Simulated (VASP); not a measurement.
OSZICAR of a VASP run on TiAl (relaxed from the zinc blende structure, space group F-43m):

**OSZICAR**
```
       N       E                     dE             d eps       ncg     rms          rms(c)
DAV:   1     0.663198808830E+02    0.66320E+02   -0.64592E+03  1603   0.106E+03
DAV:   2    -0.151341430991E+02   -0.81454E+02   -0.79676E+02  1608   0.286E+02
DAV:   3    -0.215240953468E+02   -0.63900E+01   -0.61257E+01  2745   0.771E+01
DAV:   4    -0.217735077887E+02   -0.24941E+00   -0.24451E+00  2009   0.136E+01
DAV:   5    -0.217878423811E+02   -0.14335E-01   -0.14331E-01  2375   0.303E+00    0.914E+00
DAV:   6    -0.173097599891E+02    0.44781E+01   -0.26665E+01  2458   0.593E+01    0.623E+00
DAV:   7    -0.166169822187E+02    0.69278E+00   -0.80782E+00  2369   0.257E+01    0.225E+00
DAV:   8    -0.167206907013E+02   -0.10371E+00   -0.85498E-01  2173   0.573E+00    0.146E+00
DAV:   9    -0.164123459595E+02    0.30834E+00   -0.73009E-01  2160   0.754E+00    0.186E+00
DAV:  10    -0.166348152201E+02   -0.22247E+00   -0.47969E-01  1870   0.604E+00    0.624E-01
DAV:  11    -0.166053131162E+02    0.29502E-01   -0.77778E-02  2200   0.244E+00    0.245E-01
DAV:  12    -0.166060843377E+02   -0.77122E-03   -0.38010E-03  2064   0.565E-01    0.159E-01
DAV:  13    -0.166023730172E+02    0.37113E-02   -0.54551E-03  1668   0.697E-01    0.172E-01
DAV:  14    -0.166052166123E+02   -0.28436E-02   -0.46049E-03  2167   0.579E-01    0.519E-02
DAV:  15    -0.166057577958E+02   -0.54118E-03   -0.91683E-04  1861   0.290E-01    0.219E-02
DAV:  16    -0.166057827687E+02   -0.24973E-04   -0.36909E-05  2419   0.579E-02    0.183E-02
DAV:  17    -0.166057879844E+02   -0.52157E-05   -0.41561E-06  2018   0.172E-02    0.193E-02
DAV:  18    -0.166058471767E+02   -0.59192E-04   -0.14172E-04  2280   0.119E-01    0.246E-02
DAV:  19    -0.166058175761E+02    0.29601E-04   -0.59691E-05  2200   0.723E-02    0.965E-03
DAV:  20    -0.166058381537E+02   -0.20578E-04   -0.33576E-06  1815   0.225E-02    0.597E-03
DAV:  21    -0.166058344948E+02    0.36588E-05   -0.45839E-06  2387   0.162E-02    0.146E-03
DAV:  22    -0.166058354841E+02   -0.98929E-06   -0.16817E-07  1666   0.465E-03    0.105E-03
DAV:  23    -0.166058309739E+02    0.45102E-05   -0.15296E-07  1077   0.493E-03    0.623E-04
DAV:  24    -0.166058313009E+02   -0.32700E-06   -0.81361E-08   834   0.273E-03    0.763E-04
DAV:  25    -0.166058315482E+02   -0.24724E-06   -0.25376E-08   828   0.169E-03    0.437E-04
DAV:  26    -0.166058316428E+02   -0.94654E-07   -0.99778E-09   828   0.744E-04
   1 F= -.16605832E+02 E0= -.16605832E+02  d E =0.000000E+00
       N       E                     dE             ncg
```

### Question
Which electronic solver shows in the log?

### Answer
It is blocked Davidson (ALGO = Normal, or the opening steps of other solvers). The INCAR had ALGO = Normal.

### Question
Can the final energy be trusted as converged?

### Answer
The calculation finished and met its thresholds. It stopped with EDIFF = 1E-7, NELM = 100 (r2SCAN meta-GGA, plane waves, VASP's PBE PAW potentials (set 64)).

The structure was generated: TiAl was put into the zinc blende type (F-43m), which need not be its known phase. It was relaxed first, which changed the volume by -20 %. The electron count is odd and the run is not spin-polarised, which forces a metal.
